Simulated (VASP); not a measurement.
Data:

```
CELL_PARAMETERS angstrom
      1.84819    -3.20116     0.00000
      1.84819     3.20116     0.00000
      0.00000     0.00000     5.63987
ATOMIC_POSITIONS crystal
  Gd 0.33333 0.66667 0.25000
  Gd 0.66667 0.33333 0.75000
```

Computed with r2SCAN meta-GGA, VASP's PBE PAW potentials (set 64) (plane waves; VASP 6.6.1). Run with 480 eV cut-off, 10×10×6 Γ-centred mesh, first-order Methfessel-Paxton smearing of 0.10 eV, potentials Gd_3.

The 4f electrons are frozen in the core of the lanthanide potential, so 4f levels, which can set the real gap, and their magnetism are missing.

Q: What does the run give for the energy per atom (σ→0), band gap (on the k-mesh) with the smallest direct gap where there is one?

A: 
| Quantity | Value |
|---|---|
| band gap (on the k-mesh) | none (metal, semimetal or under 0.01 eV) |
| energy per atom (σ→0) | -30.605 eV/atom |

Only differences to runs with the same potentials and settings are physical.

The compound is Gd in the hcp structure. It was relaxed first.
